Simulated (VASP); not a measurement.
Calculation: PBE GGA, VASP's PBE PAW potentials (set 64) (plane waves; VASP).

VASP ran on this input.

INCAR:
```
SYSTEM = KMgF3
PREC = Accurate
ENCUT = 400
EDIFF = 1E-8
NELM = 100
ALGO = Normal
LREAL = .FALSE.
LASPH = .TRUE.
ISMEAR = -1
SIGMA = 0.02
GGA = PE
LWAVE = .FALSE.
LCHARG = .FALSE.
ISIF = 2
LEPSILON = .TRUE.
IBRION = 8
NSW = 1
```

File POSCAR:
```
KMgF3
1
    4.0023410000     0.0000000000     0.0000000000
    0.0000000000     4.0023410000     0.0000000000
    0.0000000000     0.0000000000     4.0023410000
K Mg F
1 1 3
Direct
  0.5000000000   0.5000000000   0.5000000000
  0.0000000000   0.0000000000   0.0000000000
  0.0000000000   0.5000000000   0.0000000000
  0.5000000000   0.0000000000   0.0000000000
  0.0000000000   0.0000000000   0.5000000000
```

KPOINTS:
```
Automatic mesh
0
Gamma
4 4 4
0 0 0
```

POTCAR, in this order: K_sv Mg F (PBE.64 set). Program: vasp_std.

At this cut-off the stress carries a Pulay error, which pulls relaxed volumes low.

**Question.** Estimate the energy per atom (σ→0), pressure, band gap (on the k-mesh).

**Answer.** 
```yaml
energy per atom (σ→0): -4.900 eV/atom
band gap (on the k-mesh): 7.23 eV
pressure: -5.79 GPa
```

**OSZICAR**
```
...
RMM:   8    -0.539782730836E+00    0.42360E-05   -0.64050E-07  1406   0.151E-03    0.938E-05
RMM:   9    -0.539781281981E+00    0.14489E-05   -0.19889E-07  1418   0.719E-04    0.194E-05
RMM:  10    -0.539781694772E+00   -0.41279E-06    0.34180E-08  1438   0.341E-04    0.146E-05
RMM:  11    -0.539781780501E+00   -0.85729E-07   -0.36034E-08  1414   0.208E-04    0.523E-06
RMM:  12    -0.539781728616E+00    0.51885E-07   -0.18572E-08  1401   0.149E-04    0.105E-06
RMM:  13    -0.539781715042E+00    0.13574E-07    0.43495E-08  1334   0.129E-04    0.729E-07
RMM:  14    -0.539781717823E+00   -0.27815E-08    0.11008E-09  1302   0.121E-04    0.194E-07
 Linear response finished
```

The structure comes from a computed database's KMgF3 entry; how it stands against other phases isn't given here. The cell was not relaxed at this level. The run is one of a series of settings (EDIFF = 1E-8, IBRION = 8, LEPSILON = .TRUE., NSW = 1 against the base run), some of them coarse on purpose.
